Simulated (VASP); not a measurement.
Here is the system:

```xyz
2
Lattice="0.0000 2.3135 2.3135 2.3135 0.0000 2.3135 2.3135 2.3135 0.0000" Properties=species:S:1:pos:R:3 pbc="T T T"
Na     0.0000     0.0000     0.0000
F      2.3135     2.3135     2.3135
```

Method: PBE GGA with D3 dispersion (Becke-Johnson damping), VASP's PBE PAW potentials (set 64) (plane waves; VASP). Numerical set-up: 520 eV cut-off, Gaussian smearing of 0.050 eV, potentials Na_pv F.

**Question.** What does the run give for the band gap (along the path) with the smallest direct gap where there is one?

**Answer.** 
```json
{
 "band gap (along the path)": "6.32 eV",
 "smallest direct gap (along the path)": "6.32 eV"
}
```

Only differences to runs with the same potentials and settings are physical.

The compound is NaF in the rock salt structure. It was relaxed first.
